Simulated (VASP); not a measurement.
Al3BiO3:

```xyz
7
Lattice="4.4131 0.0000 0.0000 0.0000 4.4131 0.0000 0.0000 0.0000 5.9115" Properties=species:S:1:pos:R:3 pbc="T T T"
Al    0.0000    0.0000    2.9557
Al    2.2065    2.2065    5.0532
Al    2.2065    2.2065    0.8583
Bi    2.2065    2.2065    2.9557
O     0.0000    2.2065    0.0000
O     2.2065    0.0000    0.0000
O     0.0000    0.0000    0.0000
```

The cell was built by a generator and needn't be a form met in nature.

| Quantity | Value |
| --- | --- |
| Program | VASP 6.6.1 |
| Task | relaxation of cell and atoms |
| Functional | PBE |
| Potentials or basis | VASP PAW PBE potentials, release 64 (Al, Bi_d, O) |
| Cutoff | 520 eV |
| k mesh | 3 × 3 × 3 |
| Occupations | gaussian, width 0.15 eV |
| Spin | no spin polarisation |

At the start: pressure 25.5 GPa; volume 16.45 Å³/atom.

Question: How do energy, volume and symmetry change on relaxing?

Answer: Over 10 steps the energy falls by 1173.4 meV/atom and the volume is 17.88 Å³/atom (+8.7 %); space group P4/mmm (No. 123, to 0.05 Å).

The path:
```
step  energy change (eV)  largest force (eV/Å)  pressure (GPa)  volume (Å³)
   1              0.0000                9.2354           25.51       115.13
   2             -2.0332                5.5793          -11.95       152.51
   3             -4.7992                9.0695            0.47       132.42
   4             -7.4086                0.6751           -9.23       140.79
   5             -7.6590                1.7483           -7.85       138.85
   6             -7.6585                1.8579           -7.76       138.68
   7             -8.2063                0.2103            0.90       123.51
   8             -8.2100                0.0036            0.22       124.53
   9             -8.2098                0.0613            0.19       124.80
  10             -8.2136                0.0015           -0.06       125.19
```

Final structure:
```cif
data_structure
_symmetry_space_group_name_H-M 'P 1'
_symmetry_Int_Tables_number 1
_cell_length_a 4.0361
_cell_length_b 4.0361
_cell_length_c 7.6849
_cell_angle_alpha 90.000
_cell_angle_beta 90.000
_cell_angle_gamma 90.000
_cell_volume 125.19
loop_
_atom_site_label
_atom_site_type_symbol
_atom_site_fract_x
_atom_site_fract_y
_atom_site_fract_z
_atom_site_occupancy
Al1 Al 0.00000 0.00000 0.50000 1
Al2 Al 0.50000 0.50000 0.84893 1
Al3 Al 0.50000 0.50000 0.15107 1
Bi1 Bi 0.50000 0.50000 0.50000 1
O1 O 0.00000 0.50000 0.00000 1
O2 O 0.50000 0.00000 0.00000 1
O3 O 0.00000 0.00000 0.00000 1
```

Caveat: the k mesh is coarse (spacing up to 0.47 Å⁻¹), so the values aren't converged.
